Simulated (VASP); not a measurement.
The cell holds one HfS₂ (1T layered) monolayer, with vacuum along c. Ionisation potential and electron affinity count from the cell's own band edges, surface states included.

Here is the system:

```xyz
3
Lattice="3.5567 0.0000 0.0000 -1.7784 3.0802 0.0000 0.0000 0.0000 18.4074" Properties=species:S:1:pos:R:3 pbc="T T T"
S      1.7784     1.0267     7.7654
S      0.0000     2.0535    10.6420
Hf    -1.7784     3.0802     9.2037
```

Computed with LDA (Ceperley-Alder, Perdew-Zunger), VASP's LDA PAW potentials (set 64) (plane waves; VASP 6.6.1). Numerical set-up: 400 eV cut-off, 12×12×1 Γ-centred mesh, Gaussian smearing of 0.050 eV, potentials S Hf_pv.

Unless said otherwise, spin-orbit coupling is left out, though it shifts the bands of the heavy elements here.

```
Quantity                                        Value
----------------------------------------  -----------
energy to cut it from the bulk, per area  12.5 meV/Å²
ionisation potential                          6.39 eV
electron affinity                             5.41 eV
band gap (on the k-mesh)                      0.98 eV
```

The cell is a sheet with vacuum, built from HfS2 (1T layered).
